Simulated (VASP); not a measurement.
The input files of a VASP run:

**POSCAR**
```
Ni3Si
1
    3.5802000000     0.0000000000     0.0000000000
    0.0000000000     3.5802000000     0.0000000000
    0.0000000000     0.0000000000     3.5802000000
Si Ni
1 3
Direct
  0.0000000000   0.0000000000   0.0000000000
  0.0000000000   0.5000000000   0.5000000000
  0.5000000000   0.0000000000   0.5000000000
  0.5000000000   0.5000000000   0.0000000000
```

**KPOINTS**
```
k-points along high-symmetry lines
6
Line-mode
Reciprocal
  0.000000   0.000000   0.000000 ! GAMMA
  0.000000   0.500000   0.000000 ! X

  0.000000   0.500000   0.000000 ! X
  0.500000   0.500000   0.000000 ! M

  0.500000   0.500000   0.000000 ! M
  0.000000   0.000000   0.000000 ! GAMMA

  0.000000   0.000000   0.000000 ! GAMMA
  0.500000   0.500000   0.500000 ! R

  0.500000   0.500000   0.500000 ! R
  0.000000   0.500000   0.000000 ! X

  0.500000   0.500000   0.500000 ! R
  0.500000   0.500000   0.000000 ! M
```

**INCAR**
```
SYSTEM = Ni3Si
PREC = Accurate
ENCUT = 400
EDIFF = 1E-6
NELM = 100
ALGO = Normal
LREAL = .FALSE.
LASPH = .TRUE.
ISMEAR = 1
SIGMA = 0.1
GGA = PE
LMAXMIX = 4
LWAVE = .FALSE.
LCHARG = .FALSE.
ISIF = 2
```

POTCAR, in this order: Si Ni (PBE.64 set). Program: vasp_std.

Output

standard output:
```
 POSCAR found type information on POSCAR SiNi
 POSCAR found :  2 types and       4 ions
 Reading from existing POTCAR
 Reading from existing POTCAR
 LDA part: xc-table for (Slater+PW92), standard interpolation
 POSCAR, INCAR and KPOINTS ok, starting setup
 WAVECAR not read
 entering main loop
       N       E                     dE             d eps       ncg     rms          rms(c)
DAV:   1     0.176555730461E+03    0.17656E+03   -0.13324E+04  1512   0.176E+03
DAV:   2    -0.174780028108E+02   -0.19403E+03   -0.18701E+03  1517   0.340E+02
DAV:   3    -0.268940364323E+02   -0.94160E+01   -0.89680E+01  1719   0.968E+01
DAV:   4    -0.271420652372E+02   -0.24803E+00   -0.24126E+00  1740   0.140E+01
DAV:   5    -0.271508196829E+02   -0.87544E-02   -0.87522E-02  1864   0.241E+00    0.201E+01
DAV:   6    -0.283788536524E+02   -0.12280E+01   -0.73051E+01  1742   0.132E+02    0.226E+01
DAV:   7    -0.224919603711E+02    0.58869E+01   -0.21148E+01  1678   0.737E+01    0.471E+00
DAV:   8    -0.223605556578E+02    0.13140E+00   -0.94337E-01  1766   0.100E+01    0.141E+00
DAV:   9    -0.223441416934E+02    0.16414E-01   -0.37254E-02  2104   0.228E+00    0.559E-01
DAV:  10    -0.223425697863E+02    0.15719E-02   -0.10361E-02  1643   0.144E+00    0.504E-01
DAV:  11    -0.223401214576E+02    0.24483E-02   -0.10041E-03  2079   0.360E-01    0.184E-01
DAV:  12    -0.223400243184E+02    0.97139E-04   -0.27515E-04  2196   0.198E-01    0.316E-02
DAV:  13    -0.223400361249E+02   -0.11806E-04   -0.38880E-05  1707   0.720E-02    0.432E-02
DAV:  14    -0.223400240193E+02    0.12106E-04   -0.12277E-05  1789   0.523E-02    0.104E-02
DAV:  15    -0.223400229583E+02    0.10610E-05   -0.22855E-06  1085   0.197E-02    0.436E-03
DAV:  16    -0.223400228498E+02    0.10848E-06   -0.23334E-07   806   0.730E-03
   1 F= -.22340023E+02 E0= -.22337650E+02  d E =-.711761E-02
```

### OUTCAR
```
------------------------ aborting loop because EDIFF is reached ----------------------------------------
  FORCE on cell =-STRESS in cart. coord.  units (eV):
  Direction    XX          YY          ZZ          XY          YZ          ZX
  --------------------------------------------------------------------------------------
  Total       -3.0581206     -3.0581206     -3.0581206      0.0000000      0.0000000     -0.0000000
  in kB     -106.7685466   -106.7685466   -106.7685466      0.0000000      0.0000000     -0.0000000
  external PRESSURE =    -106.7685466 kB  Pullay stress =       0.0000000 kB
  volume of cell :       45.89
      direct lattice vectors                 reciprocal lattice vectors
     3.580200000  0.000000000  0.000000000     0.279314005  0.000000000  0.000000000
     0.000000000  3.580200000  0.000000000     0.000000000  0.279314005  0.000000000
     0.000000000  0.000000000  3.580200000     0.000000000  0.000000000  0.279314005
 POSITION                                       TOTAL-FORCE (eV/Angst)
 -----------------------------------------------------------------------------------
      0.00000      0.00000      0.00000         0.000000      0.000000      0.000000
      0.00000      1.79010      1.79010         0.000000      0.000000      0.000000
      1.79010      0.00000      1.79010         0.000000      0.000000      0.000000
      1.79010      1.79010      0.00000         0.000000      0.000000      0.000000
 -----------------------------------------------------------------------------------
    total drift:                                0.000000     -0.000000     -0.000000
  FREE ENERGIE OF THE ION-ELECTRON SYSTEM (eV)
  ---------------------------------------------------
  free  energy   TOTEN  =       -22.3400228498 eV

  energy  without entropy=      -22.3329052387  energy(sigma->0) =      -22.33765031
```
(Selected blocks of OUTCAR.)

Q: Read input and log: which fault does this run have?
A. a line-mode KPOINTS file was used for a self-consistent run
B. the lattice vectors form a left-handed set
C. the mesh has unequal divisions along equivalent axes and breaks the lattice's symmetry
D. NELM is too small, so the electronic loop ends before EDIFF is met

A: A, a line-mode KPOINTS file was used for a self-consistent run. The run ends without an error. Against the sound run, the energy per atom (σ→0) rises by 0.312 eV/atom; the pressure rises by 1.19 GPa.

To mend it, correct KPOINTS.
**KPOINTS**
```
Automatic mesh
0
Gamma
7 7 7
0 0 0
```
The mended run (PBE GGA, plane waves, VASP's PBE PAW potentials (set 64)) converges, and its OSZICAR ends with
```
   1 F= -.23583219E+02 E0= -.23584555E+02  d E =0.400732E-02
```

The compound is Ni3Si in the L1_2 structure. The cell was not relaxed at this level. The run is not spin-polarised, so no magnetic state was tried.
